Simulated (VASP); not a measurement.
Energy against volume of ZnF2 (rutile). These are r2SCAN+rVV10, VASP's PBE PAW potentials (set 64) (plane waves; VASP) values and carry that method's errors. Numerical set-up: 520 eV cut-off, 5×5×7 Γ-centred mesh, Gaussian smearing of 0.050 eV, potentials Zn F.

Shape and ions are relaxed at each volume.

```tsv
V (Å³/atom)	E (eV/atom)
11.127	-7.32166
11.471	-7.32616
11.815	-7.32270
12.159	-7.31263
```

### Question
Fit these four points and predict the energy of the run at 10.783 Å³/atom.

### Answer
A cubic in V^(−2/3), the third-order Birch-Murnaghan form, passes through the four points with V0 = 11.48 Å³/atom and B0 = 123 GPa, and gives -7.3076 eV/atom there. The run gave -7.3077 eV/atom, -0.1 meV/atom from the fit; all five points give B0 = 122 GPa.

The compound is ZnF2 in the rutile structure. It was relaxed first.
